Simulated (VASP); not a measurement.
Input:

```yaml
crystal:
  lattice:
    - [0.00000, 2.43911, 2.43911]
    - [2.43911, 0.00000, 2.43911]
    - [2.43911, 2.43911, 0.00000]
  atoms:
    - { symbol: Pb, position: [0.00000, 0.00000, 0.00000] }
```

Level of theory: rev-vdW-DF2, VASP's PBE PAW potentials (set 64) (plane waves; VASP). Settings: 520 eV cut-off, 13×13×13 Γ-centred mesh, first-order Methfessel-Paxton smearing of 0.10 eV, potentials Pb_d.

**Question.** Give the stress tensor in GPa (positive for a compressed cell).

**Answer.** 
```
3.35  0.00  0.00
0.00  3.35  0.00
0.00  0.00  3.35
```
The pressure is its mean diagonal, 3.35 GPa.

The compound is Pb in the fcc structure. This cell is one point of a volume scan, at 0.94 of the reference volume.
